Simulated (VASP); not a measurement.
A convergence study with VASP on Ta (bcc): a few settings are varied, all else stays as given below, so the limit is that of these other settings.

```xyz
1
Lattice="-1.6500 1.6500 1.6500 1.6500 -1.6500 1.6500 1.6500 1.6500 -1.6500" Properties=species:S:1:pos:R:3 pbc="T T T"
Ta     0.0000     0.0000     0.0000
```

Calculation: LDA (Ceperley-Alder, Perdew-Zunger), VASP's LDA PAW potentials (set 64) (plane waves; VASP 6.6.1). The last row used: 550 eV cut-off, 23×23×23 Γ-centred mesh, second-order Methfessel-Paxton smearing of 0.40 eV, potentials Ta_pv.

```json
[
 {"setting": "ISMEAR = -1, SIGMA = 0.01, 8×8×8 mesh", "E (eV/atom)": "-12.8420", "pressure (GPa)": "-9.43", "irreducible k-points": "29"},
 {"setting": "ISMEAR = -1, SIGMA = 0.2, 8×8×8 mesh", "E (eV/atom)": "-12.8383", "pressure (GPa)": "-8.07", "irreducible k-points": "29"},
 {"setting": "ISMEAR = 0, SIGMA = 0.01, 8×8×8 mesh", "E (eV/atom)": "-12.8418", "pressure (GPa)": "-9.43", "irreducible k-points": "29"},
 {"setting": "ISMEAR = 0, SIGMA = 0.2, 8×8×8 mesh", "E (eV/atom)": "-12.8412", "pressure (GPa)": "-9.25", "irreducible k-points": "29"},
 {"setting": "ISMEAR = 1, SIGMA = 0.01, 8×8×8 mesh", "E (eV/atom)": "-12.8418", "pressure (GPa)": "-9.43", "irreducible k-points": "29"},
 {"setting": "ISMEAR = 1, SIGMA = 0.2, 8×8×8 mesh", "E (eV/atom)": "-12.8419", "pressure (GPa)": "-9.48", "irreducible k-points": "29"},
 {"setting": "ISMEAR = 2, SIGMA = 0.01, 8×8×8 mesh", "E (eV/atom)": "-12.8418", "pressure (GPa)": "-9.43", "irreducible k-points": "29"},
 {"setting": "ISMEAR = 2, SIGMA = 0.2, 8×8×8 mesh", "E (eV/atom)": "-12.8421", "pressure (GPa)": "-9.55", "irreducible k-points": "29"},
 {"setting": "ISMEAR = -1, SIGMA = 0.05, 17×17×17 mesh", "E (eV/atom)": "-12.8116", "pressure (GPa)": "-7.80", "irreducible k-points": "165"},
 {"setting": "ISMEAR = -1, SIGMA = 0.2, 17×17×17 mesh", "E (eV/atom)": "[?]", "pressure (GPa)": "[?]", "irreducible k-points": "165"},
 {"setting": "ISMEAR = 0, SIGMA = 0.05, 17×17×17 mesh", "E (eV/atom)": "-12.8116", "pressure (GPa)": "-7.86", "irreducible k-points": "165"},
 {"setting": "ISMEAR = 0, SIGMA = 0.2, 17×17×17 mesh", "E (eV/atom)": "-12.8115", "pressure (GPa)": "-7.74", "irreducible k-points": "165"},
 {"setting": "ISMEAR = 1, SIGMA = 0.05, 17×17×17 mesh", "E (eV/atom)": "-12.8116", "pressure (GPa)": "-7.88", "irreducible k-points": "165"},
 {"setting": "ISMEAR = 1, SIGMA = 0.2, 17×17×17 mesh", "E (eV/atom)": "-12.8117", "pressure (GPa)": "-7.81", "irreducible k-points": "165"},
 {"setting": "ISMEAR = 2, SIGMA = 0.05, 17×17×17 mesh", "E (eV/atom)": "-12.8116", "pressure (GPa)": "-7.90", "irreducible k-points": "165"},
 {"setting": "ISMEAR = 2, SIGMA = 0.2, 17×17×17 mesh", "E (eV/atom)": "-12.8117", "pressure (GPa)": "-7.82", "irreducible k-points": "165"},
 {"setting": "ISMEAR = -1, SIGMA = 0.05, 23×23×23 mesh", "E (eV/atom)": "-12.8106", "pressure (GPa)": "-7.74", "irreducible k-points": "364"},
 {"setting": "ISMEAR = -1, SIGMA = 0.4, 23×23×23 mesh", "E (eV/atom)": "-12.8409", "pressure (GPa)": "-5.11", "irreducible k-points": "364"},
 {"setting": "ISMEAR = 0, SIGMA = 0.05, 23×23×23 mesh", "E (eV/atom)": "-12.8110", "pressure (GPa)": "-7.71", "irreducible k-points": "364"},
 {"setting": "ISMEAR = 0, SIGMA = 0.4, 23×23×23 mesh", "E (eV/atom)": "-12.8115", "pressure (GPa)": "[?]", "irreducible k-points": "364"},
 {"setting": "ISMEAR = 1, SIGMA = 0.05, 23×23×23 mesh", "E (eV/atom)": "-12.8111", "pressure (GPa)": "-7.69", "irreducible k-points": "364"},
 {"setting": "ISMEAR = 1, SIGMA = 0.4, 23×23×23 mesh", "E (eV/atom)": "-12.8092", "pressure (GPa)": "-7.88", "irreducible k-points": "364"},
 {"setting": "ISMEAR = 2, SIGMA = 0.05, 23×23×23 mesh", "E (eV/atom)": "-12.8111", "pressure (GPa)": "-7.69", "irreducible k-points": "364"},
 {"setting": "ISMEAR = 2, SIGMA = 0.4, 23×23×23 mesh", "E (eV/atom)": "-12.8098", "pressure (GPa)": "-7.88", "irreducible k-points": "364"}
]
```

Problem. Fill in the missing entries.

Solution. 
- ISMEAR = -1, SIGMA = 0.2, 17×17×17 mesh, E (eV/atom): -12.8154
- ISMEAR = -1, SIGMA = 0.2, 17×17×17 mesh, pressure (GPa): -7.12
- ISMEAR = 0, SIGMA = 0.4, 23×23×23 mesh, pressure (GPa): -7.40

Left out are rungs that failed or repeat a setting and relaxations that didn't move; long series are thinned to 24 rows.

The compound is Ta in the bcc structure. The cell was not relaxed at this level.
